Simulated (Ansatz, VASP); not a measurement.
## Cross-check of Si9Sn2Ge117 (Si0.068Ge0.916Sn0.016, diamond-type random alloy) between VASP and Ansatz

Wanted: the spread between two codes on one cell, functional and k mesh. The cell is invented: As first built, before any earlier steps moved the atoms (in the runner's words): 2x2x4 conventional cells of the Ge type (128 atoms: 9 Si, 117 Ge, 2 Sn); Ge/Si/Sn share their sites, the best of 600 random draws by like-pair counts in two shells; start lattice by linear mixing of the end members' cells; atoms moved at random by 0.02 A. It may not be a known or stable phase. The structure shown is the end of the Ansatz relaxation below.

Main program and level: Ansatz 0.2.0; plane waves, with VASP 6.6.1 beside it; single point at PBE.

### Step 1. The structure

The cell holds 128 atoms: 9 Si, 117 Ge and 2 Sn. Cell: a = 11.516 Å, b = 11.516 Å, c = 22.946 Å, α = 90.0°, β = 90.0°, γ = 90.1°. It derives from Ge (Ge type, space group 227), repeated 2×2×4. As first built, before any earlier steps moved the atoms (in the runner's words): 2x2x4 conventional cells of the Ge type (128 atoms: 9 Si, 117 Ge, 2 Sn); Ge/Si/Sn share their sites, the best of 600 random draws by like-pair counts in two shells; start lattice by linear mixing of the end members' cells; atoms moved at random by 0.02 A.

### Step 2. Ansatz: relaxation, PBE

Ansatz runs on its default PAW (the set named soft_2) files.

This run makes the geometry at which the two programs are then compared.

Input file input.yaml:

```yaml
crystal:
  lattice:
    - [11.31015, 0.0, 0.0]
    - [0.0, 11.31015, 0.0]
    - [0.0, 0.0, 22.6203]
  atoms:
    - { symbol: Si, position: [0.12594, 0.37639, 0.56146] }
    - { symbol: Si, position: [0.00151, 0.74873, 0.99903] }
    - { symbol: Si, position: [0.62699, 0.3756, 0.06223] }
    - { symbol: Si, position: [0.627, 0.12674, 0.18716] }
    - { symbol: Si, position: [0.62422, 0.37562, 0.81354] }
    - { symbol: Si, position: [0.49635, 0.25128, 0.74965] }
    - { symbol: Si, position: [0.62498, 0.12369, 0.93647] }
    - { symbol: Si, position: [0.50047, 0.75042, 0.5006] }
    - { symbol: Si, position: [0.62543, 0.62818, 0.93713] }
    - { symbol: Ge, position: [0.00054, 0.99962, 0.12462] }
    - { symbol: Ge, position: [0.1284, 0.37602, 0.06111] }
    - { symbol: Ge, position: [0.00022, 0.24866, 0.99977] }
    - { symbol: Ge, position: [0.12417, 0.12511, 0.18633] }
    - { symbol: Ge, position: [0.25029, 0.001, 0.99893] }
    - { symbol: Ge, position: [0.37557, 0.37041, 0.18679] }
    - { symbol: Ge, position: [0.25088, 0.24839, 0.12578] }
    - { symbol: Ge, position: [0.37763, 0.12511, 0.06371] }
    - { symbol: Ge, position: [6.0e-05, 0.99843, 0.37567] }
    - { symbol: Ge, position: [0.12363, 0.37761, 0.31287] }
    - { symbol: Ge, position: [0.99953, 0.25147, 0.2491] }
    - { symbol: Ge, position: [0.12494, 0.12452, 0.43873] }
    - { symbol: Ge, position: [0.25146, 0.00062, 0.24877] }
    - { symbol: Ge, position: [0.37576, 0.37348, 0.43721] }
    - { symbol: Ge, position: [0.25072, 0.25268, 0.37559] }
    - { symbol: Ge, position: [0.37501, 0.12664, 0.31372] }
    - { symbol: Ge, position: [4.0e-05, 0.99829, 0.62462] }
    - { symbol: Ge, position: [0.99729, 0.24934, 0.49968] }
    - { symbol: Ge, position: [0.12332, 0.12451, 0.68858] }
    - { symbol: Ge, position: [0.24788, 0.00049, 0.50015] }
    - { symbol: Ge, position: [0.37532, 0.37333, 0.68613] }
[... 92 atom lines left out ...]
    - { symbol: Ge, position: [0.75236, 0.50077, 0.74977] }
    - { symbol: Ge, position: [0.87297, 0.87854, 0.93696] }
    - { symbol: Ge, position: [0.74809, 0.751, 0.87424] }
    - { symbol: Ge, position: [0.87323, 0.62562, 0.8138] }
    - { symbol: Sn, position: [0.4982, 6.0e-05, 0.12514] }
    - { symbol: Sn, position: [0.49977, 0.74914, 0.74806] }
kpoints:
  mp_grid: { grid: [2, 2, 1], shift: [0.5, 0.5, 0.0] }
hamiltonian:
  xc: pbe
scf:
  occupations: { method: fermi_dirac, width: 0.01 }
output:
  forces: true
  stress: true
relax:
  f_tol: 0.02
  max_steps: 45
  cell: { stress_tol: 0.1 }
```

Launch:

```
$ ansatz run input.yaml --threads 32 --pin off --max-ram 143360MiB --backend cuda --events-out ev --progress --plain --runs-dir out
```

Numbers of over 12 decimals in the logs are rounded to 6 here.

What it wrote:

```text
Engine: ansatz 0.2.0, aarch64-unknown-linux-gnu
Pseudopotentials: kind: paw
Pseudopotential: Si, paw, valence charge 4, recommended cutoff 420 eV (normal), Si.paw.azcp
Pseudopotential: Ge, paw, valence charge 14, recommended cutoff 420 eV (normal), Ge.paw.azcp
Pseudopotential: Sn, paw, valence charge 14, recommended cutoff 420 eV (normal), Sn.paw.azcp
device memory: the entry about to start is reckoned to put 27.5 GiB on a device that reports 182.5 GiB free
GPU FFT provider: cuFFT
GPU libraries: cuBLAS 13.8.1, cuFFT 12.4.0, cuSOLVER 12.3.2
GPU matrix products: emulated (plane waves: as basis.precision tells), large ones in fixed point in workspaces of 1.00 GiB
Crystal: 128 atoms, lattice volume = 2893.577 Å³
Basis set: ecut = 420 eV, 56591 PW (Γ), exchange–correlation on 160×160×320 points (8 copies of the dense FFT grid, shifted against one another)
Bands: 1022, of which v1, the nominal top of the filled ones, is band 851 counted from 1 (850 counted from 0)
k-points: 2 of 4 (time reversal used)
GPU buffer pool allocated for 1024000 grid points (all kernels)
GPU transforms: local potential and band sums: pruned to the plane-wave sphere, on 75×75×150
relax step   1: F+E_penalty+E_count = -520279.31545735 eV  Δ(F+E_penalty+E_count) = +0.000e0 eV  max|allowed force component| = 1.486e0 eV/Å  Δτ_max = 0.0000 Å  P = +3.695 GPa  Ω = 2893.577 Å³  (11 SCF iters, dr2 threshold 1.00e-7 eV, accepted)
[...]
relax step   2: F+E_penalty+E_count = -520282.75426828 eV  Δ(F+E_penalty+E_count) = -3.439e0 eV  max|allowed force component| = 2.563e-1 eV/Å  Δτ_max = 0.1946 Å  P = +0.294 GPa  Ω = 3028.791 Å³  energy of the carried Pulay correction = -2.173e-2 eV  (9 SCF iters, dr2 threshold 1.28e-5 eV, accepted)
[...]
relax step   3: F+E_penalty+E_count = -520282.86386604 eV  Δ(F+E_penalty+E_count) = -1.096e-1 eV  max|allowed force component| = 9.488e-2 eV/Å  Δτ_max = 0.0580 Å  P = -0.019 GPa  Ω = 3044.758 Å³  energy of the carried Pulay correction = -2.423e-2 eV  (9 SCF iters, dr2 threshold 4.11e-6 eV, accepted)
[...]
relax step   4: F+E_penalty+E_count = -520282.87356735 eV  Δ(F+E_penalty+E_count) = -9.701e-3 eV  max|allowed force component| = 1.571e-2 eV/Å  Δτ_max = 0.0161 Å  P = +0.008 GPa  Ω = 3043.100 Å³  energy of the carried Pulay correction = -2.397e-2 eV  (7 SCF iters, dr2 threshold 5.63e-7 eV, accepted)
[...]
relax step   5: F+E_penalty+E_count = -520282.89868089 eV  Δ(F+E_penalty+E_count) = -2.511e-2 eV  max|allowed force component| = 1.573e-2 eV/Å  Δτ_max = 0.0000 Å  P = +0.013 GPa  Ω = 3043.100 Å³  stress off target by 6.15e-2 GPa  SCF on the basis re-selected at this cell (its energy is not comparable with the rows above)  (11 SCF iters)
basis re-selected at this cell: Δ(F+E_penalty+E_count) = -2.511e-2 eV, ΔP = +0.006 GPa vs the last step (what re-selecting the basis moved, of the pressure what is left beyond the Pulay correction that the steps carried, after the strain that the cell walked since its last selection, with what the two solves' SCF thresholds leave and, on support functions, any second-order correction that the steps lacked; it is no m [...]
SCF converged after 11 iterations
Free energy (F): -520282.898681 eV
Internal energy: -520282.898681 eV  (E = F + TS)
E sigma→0 (E₀):  -520282.898681 eV
Fermi energy:    8.055049 eV
--- Forces (eV/Å), atoms counted from 1 ---
  max |Σ_I F_I| component: 1.98e-6 eV/Å
--- Stress (GPa, compression-positive) ---
        0.006113       0.055689       0.003970
        0.055689       0.002423       0.005670
        0.003970       0.005670       0.031357
  P = ⅓ Tr σ = 0.0133 GPa (0.133 kbar)
--- Band table (eV) ---
--- Relaxed structure (4 steps of the walk, 4 accepted, 1 SCFs on fresh bases) ---
  F+E_penalty+E_count = -520282.89868089 eV   max|allowed force component| = 1.573e-2 eV/Å   (the final SCF, on the basis selected at the relaxed cell)
  cell:  # Å, volume = 3043.1000 Å³
    - [11.516044, -0.00632391, -0.000231457]
    - [-0.00632391, 11.516084, -0.000470417]
    - [-0.000462913, -0.000940835, 22.946067]
  atoms:
    [... one line an atom ...]
```

### Step 3. VASP: single point, PBE

The same cell, functional, mesh and smearing now go to VASP, with its own data sets.

Lines of VASP's logs that name or quote its potential files are left out, and so is its time.

Input file INCAR:

```
SYSTEM = Si9Sn2Ge117
PREC = Accurate
ENCUT = 410
EDIFF = 1E-06
NELM = 120
ISMEAR = -1
SIGMA = 0.01
LREAL = Auto
ALGO = Normal
GGA = PE
NBANDS = 992
LORBIT = 11
LWAVE = .FALSE.
LCHARG = .FALSE.
ISIF = 2
ISYM = 0
LASPH = .TRUE.
GGA_COMPAT = .FALSE.
EFERMI = MIDGAP
KPAR = 2
NCORE = 2
```

Input file POSCAR:

```
Si9Sn2Ge117
1.0
   11.5160440000     -0.0063240000     -0.0002310000
   -0.0063240000     11.5160840000     -0.0004700000
   -0.0004630000     -0.0009410000     22.9460670000
Si Ge Sn
9 117 2
Direct
    0.1262600000      0.3754200000      0.5632100000
    0.9996600000      0.7498700000      0.0006900000
    0.6253700000      0.3750400000      0.0621900000
    0.6317300000      0.1327100000      0.1900200000
    0.6227400000      0.3718200000      0.8112600000
    0.5018700000      0.2526300000      0.7507100000
    0.6253700000      0.1275500000      0.9381300000
    0.4997900000      0.7499400000      0.5004900000
    0.6252100000      0.6211300000      0.9365700000
    0.9992500000      0.9995900000      0.1240100000
    0.1238400000      0.3756200000      0.0617200000
    0.9983000000      0.2500000000      0.9991700000
    0.1250200000      0.1241500000      0.1866400000
    0.2485300000      0.9993200000      0.9988500000
    0.3767000000      0.3738700000      0.1868600000
    0.2485200000      0.2515000000      0.1241700000
    0.3705100000      0.1308700000      0.0592200000
    0.9996100000      0.0007800000      0.3759200000
    0.1253600000      0.3746000000      0.3117800000
    0.0001100000      0.2499700000      0.2490300000
    0.1258000000      0.1256900000      0.4380300000
    0.2476800000      0.9994100000      0.2509500000
    0.3740700000      0.3748600000      0.4378000000
    0.2503400000      0.2498100000      0.3745200000
    0.3759700000      0.1241400000      0.3123200000
    0.9999400000      0.9998800000      0.6251700000
    0.0030500000      0.2524800000      0.5017200000
    0.1241200000      0.1270600000      0.6875100000
    0.2509200000      0.9995300000      0.4999500000
    0.3775300000      0.3732600000      0.6886000000
[... 92 atom lines left out ...]
    0.7495800000      0.4940400000      0.7509400000
    0.8792500000      0.8724300000      0.9385500000
    0.7510100000      0.7465500000      0.8778400000
    0.8735500000      0.6235500000      0.8126600000
    0.5023800000      0.0007400000      0.1256800000
    0.5001300000      0.7513000000      0.7504200000
```

Input file KPOINTS:

```
Points of the shifted mesh
4
Reciprocal
 0.2500000000  0.2500000000  0.0000000000 1
 0.2500000000  0.7500000000  0.0000000000 1
 0.7500000000  0.2500000000  0.0000000000 1
 0.7500000000  0.7500000000  0.0000000000 1
```

The projector-augmented-wave data sets are Si, Ge_d and Sn_d (PBE family, release 64).

Launch:

```
$ mpirun -np 16 vasp_std
```

What it wrote:

```text
[banner, memory and clock lines left out]
running   16 mpi-ranks, on    1 nodes
[...]
|                                                                             |
|           W    W    AA    RRRRR   N    N  II  N    N   GGGG   !!!           |
|           W    W   A  A   R    R  NN   N  II  NN   N  G    G  !!!           |
|           W    W  A    A  R    R  N N  N  II  N N  N  G       !!!           |
|           W WW W  AAAAAA  RRRRR   N  N N  II  N  N N  G  GGG   !            |
|           WW  WW  A    A  R   R   N   NN  II  N   NN  G    G                |
|           W    W  A    A  R    R  N    N  II  N    N   GGGG   !!!           |
|                                                                             |
|     Inconsistent Bravais lattice types found for crystalline and            |
|     reciprocal lattice:                                                     |
|                                                                             |
|        Crystalline: triclinic                                               |
[...]
|                                                                             |
|     Suggested SOLUTIONS:                                                    |
|      ) Refine the lattice parameters of your structure,                     |
|      ) and/or try changing SYMPREC.                                         |
|                                                                             |

 LDA part: xc-table for (Slater+PW92), standard interpolation
 POSCAR, INCAR and KPOINTS ok, starting setup
[...]
entering main loop
       N       E                     dE             d eps       ncg     rms          rms(c)
DAV:   1     0.288014639758E+05    0.28801E+05   -0.56501E+05  8208   0.406E+03
DAV:   2     0.611092681302E+04   -0.22691E+05   -0.22097E+05  7936   0.970E+02
DAV:   3     0.458703833968E+03   -0.56522E+04   -0.53953E+04  7976   0.281E+02
DAV:   4    -0.510042109420E+03   -0.96875E+03   -0.90663E+03  8888   0.113E+02
[...]
DAV:  15    -0.584296867542E+03   -0.18641E-04   -0.18263E-04 11504   0.439E-02    0.545E-03
DAV:  16    -0.584296886006E+03   -0.18463E-04   -0.17119E-04  8400   0.396E-02    0.785E-03
DAV:  17    -0.584296885202E+03    0.80408E-06   -0.57524E-06  6968   0.214E-02
   1 F= -.58429689E+03 E0= -.58429689E+03  d E =-.402506E-15
```

Parts of OUTCAR (step 3):

```text
  FREE ENERGIE OF THE ION-ELECTRON SYSTEM (eV)
  ---------------------------------------------------
  free  energy   TOTEN  =      -584.2968852016 eV

  energy  without entropy=     -584.2968852016  energy(sigma->0) =     -584.29688520
```

The run ends at a pressure of -0.35 GPa, with forces up to 0.019 eV/Å.

### Step 4. Differences

Known differences besides the potentials themselves: the cutoff is 420 eV in Ansatz and 410 eV in VASP (PREC = Accurate, projectors in real space). Total energies have different zeros and are not compared.

Both answers:

| quantity | Ansatz | VASP | difference |
| --- | --- | --- | --- |
| gap on the k mesh (eV) | 0.708 | 0.711 | -0.003 |

A gap on the mesh is an upper bound, since the band edges may lie between its points.

### Step 5. Results

```yaml
difference_in_gap_on_the_k_mesh_single_point_pbe: -0.0029 eV
```

What this shows: The difference in gap on the k mesh is -0.0029 eV (single point, PBE), within the 0.08 eV picked in this series as the mark of a large difference. Such differences can come from data sets, numerical settings and the points named under the comparisons, not from the functional's error against experiment.

[Lines on the potential files, build, host, timing and source positions are cut from VASP's logs without a mark.]

[Logs are printed without paths, hosts, clocks, repeated set-up lines and the standing remarks that a program may print on its own settings, such as how far it seeks lower states.]

[Hosts, paths, dates, database ids (printed as entryN), source tags and the programs' standing remarks are cut or masked in the printed files.]
